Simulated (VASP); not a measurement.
Consider the following.

```yaml
crystal:
  lattice:
    - [2.86821, 0.00000, 0.00000]
    - [-1.43410, 2.48394, 0.00000]
    - [0.00000, 0.00000, 4.76657]
  atoms:
    - { symbol: Au, position: [0.33333, 0.66667, 0.25000] }
    - { symbol: Au, position: [0.66667, 0.33333, 0.75000] }
```

Method: PBEsol GGA with spin-orbit coupling, VASP's PBE PAW potentials (set 64) (plane waves; VASP). Settings: 400 eV cut-off, 13×13×7 Γ-centred mesh, Gaussian smearing of 0.050 eV, potentials Au.

Q: Give the stress tensor in GPa (positive for a compressed cell).

A: 
```
-1.12   0.00   0.00
 0.00  -1.12   0.00
 0.00   0.00  -1.02
```
The pressure is its mean diagonal, -1.09 GPa.

The structure was generated: Au was put into the hcp type (P6_3/mmc), which need not be its known phase. It was relaxed first.
